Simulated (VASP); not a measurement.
```xyz
2
Lattice="0.0000 3.2667 3.2667 3.2667 0.0000 3.2667 3.2667 3.2667 0.0000" Properties=species:S:1:pos:R:3 pbc="T T T"
Sn     0.0000     0.0000     0.0000
Te     3.2667     3.2667     3.2667
```

Computed with PW91 GGA, VASP's PBE PAW potentials (set 64) (plane waves; VASP). Settings: 520 eV cut-off, 7×7×7 Γ-centred mesh, Gaussian smearing of 0.050 eV, potentials Sn_d Te.

**Question.** Give the stress tensor in GPa (positive for a compressed cell).

**Answer.** 
```
-2.11   0.00   0.00
 0.00  -2.11   0.00
 0.00   0.00  -2.11
```
The pressure is its mean diagonal, -2.11 GPa.

The compound is SnTe in the rock salt structure, which distorts at low temperature. This cell is one point of a volume scan, at 1.06 of the reference volume.
